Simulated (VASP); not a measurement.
Output of a VASP run:

### OUTCAR
```
 ion  position               nearest neighbor table
   1  0.000  0.000  0.000-
  LATTYP: Found a face centered cubic cell.
 ALAT       =     3.9784623980
 Subroutine PRICEL returns:
 Original cell was already a primitive cell.
 Subroutine GETGRP returns: Found 48 space group operations
The static configuration has the point symmetry O_h .
The dynamic configuration has the point symmetry O_h .
 Subroutine INISYM returns: Found 48 space group operations
 Subroutine IBZKPT returns following result:
 Found    195 irreducible k-points:

 Following reciprocal coordinates:
            Coordinates               Weight
  0.000000  0.000000  0.000000      1.000000
  0.055556  0.000000  0.000000      8.000000
  0.111111  0.000000  0.000000      8.000000
  0.166667  0.000000  0.000000      8.000000
  0.222222  0.000000  0.000000      8.000000
  0.277778  0.000000  0.000000      8.000000
  0.333333  0.000000  0.000000      8.000000
  0.388889  0.000000  0.000000      8.000000
  0.444444  0.000000  0.000000      8.000000
  0.500000  0.000000  0.000000      4.000000
  0.055556  0.055556  0.000000      6.000000
  0.111111  0.055556  0.000000     24.000000
  0.166667  0.055556  0.000000     24.000000
  0.222222  0.055556  0.000000     24.000000
  0.277778  0.055556  0.000000     24.000000
  0.333333  0.055556  0.000000     24.000000
  0.388889  0.055556  0.000000     24.000000
  0.444444  0.055556  0.000000     24.000000
  0.500000  0.055556  0.000000     24.000000
 -0.444444  0.055556  0.000000     24.000000
 -0.388889  0.055556  0.000000     24.000000
 -0.333333  0.055556  0.000000     24.000000
 -0.277778  0.055556  0.000000     24.000000
 -0.222222  0.055556  0.000000     24.000000
 -0.166667  0.055556  0.000000     24.000000
 -0.111111  0.055556  0.000000     24.000000
 -0.055556  0.055556  0.000000     12.000000
  0.111111  0.111111  0.000000      6.000000
  0.166667  0.111111  0.000000     24.000000
  0.222222  0.111111  0.000000     24.000000
  0.277778  0.111111  0.000000     24.000000
  0.333333  0.111111  0.000000     24.000000
  0.388889  0.111111  0.000000     24.000000
  0.444444  0.111111  0.000000     24.000000
  0.500000  0.111111  0.000000     24.000000
 -0.444444  0.111111  0.000000     24.000000
 -0.388889  0.111111  0.000000     24.000000
 -0.333333  0.111111  0.000000     24.000000
 -0.277778  0.111111  0.000000     24.000000
 -0.222222  0.111111  0.000000     24.000000
   k-points           NKPTS =    195   k-points in BZ     NKDIM =    195   number of bands    NBANDS=      9
   number of dos      NEDOS =    601   number of ions     NIONS =      1
   total plane-waves  NPLWV =  13824
   dimension x,y,z NGX =    24 NGY =   24 NGZ =   24
   dimension x,y,z NGXF=    48 NGYF=   48 NGZF=   48
   ions per type =               1
   PREC   = accura    normal or accurate (medium, high low for compatibility)
   ISTART =      0    job   : 0-new  1-cont  2-samecut
   ICHARG =      2    charge: 1-file 2-atom 10-const
   ISPIN  =      1    spin polarized calculation?
   LNONCOLLINEAR =      F non collinear calculations
   LSORBIT =      F    spin-orbit coupling
   INIWAV =      1    electr: 0-lowe 1-rand  2-diag
   ENCUT  =  520.0 eV  38.22 Ry    6.18 a.u.   5.23  5.23  5.23*2*pi/ulx,y,z
   NELM   =    100;   NELMIN=  2; NELMDL= -5     # of ELM steps
   EDIFF  = 0.1E-06   stopping-criterion for ELM
   LREAL  =      F    real-space projection
   NLSPLINE    = F    spline interpolate recip. space projectors
   LMAXMIX     =    6 max onsite mixed and CHGCAR
   VOSKOWN=      0    Vosko Wilk Nusair interpolation
   EDIFFG = 0.1E-05   stopping-criterion for IOM
   NSW    =      0    number of steps for IOM
   NBLOCK =      1;   KBLOCK =      1    inner block; outer block
   IBRION =     -1    ionic relax: 0-MD 1-quasi-New 2-CG
   NFREE  =      0    steps in history (QN), initial steepest desc. (CG)
...
```

File OSZICAR:
```
       N       E                     dE             d eps       ncg     rms          rms(c)
DAV:   1     0.398889070303E+02    0.39889E+02   -0.55057E+03  3646   0.103E+03
DAV:   2    -0.343828989828E+01   -0.43327E+02   -0.41927E+02  3663   0.186E+02
DAV:   3    -0.385143812710E+01   -0.41315E+00   -0.40924E+00  4118   0.189E+01
DAV:   4    -0.385292998541E+01   -0.14919E-02   -0.14881E-02  4112   0.120E+00
DAV:   5    -0.385294144179E+01   -0.11456E-04   -0.11415E-04  3979   0.958E-02    0.110E+01
DAV:   6    -0.354070709628E+01    0.31223E+00   -0.88891E-01  3590   0.836E+00    0.589E+00
DAV:   7    -0.350922612862E+01    0.31481E-01   -0.11396E-01  3755   0.292E+00    0.242E+00
DAV:   8    -0.350607656983E+01    0.31496E-02   -0.39887E-03  3761   0.641E-01    0.367E-01
DAV:   9    -0.350597837560E+01    0.98194E-04   -0.55412E-05  3769   0.796E-02    0.126E-02
DAV:  10    -0.350597988941E+01   -0.15138E-05   -0.34936E-06  3861   0.226E-02    0.347E-03
DAV:  11    -0.350598001762E+01   -0.12821E-06   -0.38074E-08  3302   0.203E-03    0.190E-03
DAV:  12    -0.350598011422E+01   -0.96603E-07   -0.80219E-09  1887   0.104E-03
   1 F= -.35059801E+01 E0= -.35059801E+01  d E =0.000000E+00
```

File OUTCAR:
```
------------------------ aborting loop because EDIFF is reached ----------------------------------------
  FORCE on cell =-STRESS in cart. coord.  units (eV):
  Direction    XX          YY          ZZ          XY          YZ          ZX
  --------------------------------------------------------------------------------------
  Total        0.0157379      0.0157379      0.0157379      0.0000000     -0.0000000     -0.0000000
  in kB        1.6016690      1.6016690      1.6016690      0.0000000     -0.0000000     -0.0000000
  external PRESSURE =       1.6016690 kB  Pullay stress =       0.0000000 kB
  volume of cell :       15.74
      direct lattice vectors                 reciprocal lattice vectors
     0.000000000  1.989231199  1.989231199    -0.251353387  0.251353387  0.251353387
     1.989231199  0.000000000  1.989231199     0.251353387 -0.251353387  0.251353387
     1.989231199  1.989231199  0.000000000     0.251353387  0.251353387 -0.251353387
 POSITION                                       TOTAL-FORCE (eV/Angst)
 -----------------------------------------------------------------------------------
      0.00000      0.00000      0.00000         0.000000      0.000000      0.000000
 -----------------------------------------------------------------------------------
    total drift:                               -0.000000     -0.000000     -0.000000
  FREE ENERGIE OF THE ION-ELECTRON SYSTEM (eV)
  ---------------------------------------------------
  free  energy   TOTEN  =        -3.5059801142 eV

  energy  without entropy=       -3.5059801142  energy(sigma->0) =       -3.50598011

 total charge

# of ion       s       p       d       tot
------------------------------------------
    1        0.616   0.546   8.049   9.211
```
(Selected blocks of OUTCAR.)

### POSCAR
```
Pt
1
    0.0000000000     1.9892311990     1.9892311990
    1.9892311990     0.0000000000     1.9892311990
    1.9892311990     1.9892311990     0.0000000000
Pt
1
Direct
  0.0000000000   0.0000000000   0.0000000000
```

Question: Reconstruct the remaining input files.

Answer: One answer among several that fit: the input of the run itself, optB88-vdW, plane waves, VASP's PBE PAW potentials (set 64).

**INCAR**
```
! general
SYSTEM   = Pt
PREC     = Accurate
ENCUT    = 520
LREAL    = .False.
LASPH    = .True.

! electronic loop
EDIFF    = 1E-7
NELM     = 100
ALGO     = Normal
LMAXMIX  = 6

! smearing
ISMEAR   = -5

! functional
GGA      = BO
LUSE_VDW = .True.
AGGAC    = 0.0
PARAM1   = 0.1833333333
PARAM2   = 0.22

! ions
ISIF     = 2

! output
LWAVE    = .False.
LCHARG   = .True.
LORBIT   = 11
NEDOS    = 601
```

**KPOINTS**
```
Automatic mesh
0
Gamma
18 18 18
0 0 0
```

POTCAR, in this order: Pt (PBE.64 set). Program: vasp_std.

For a metal the tetrahedron method with Blöchl corrections gives inexact stress and forces.

The compound is Pt in the fcc structure. It was relaxed first.
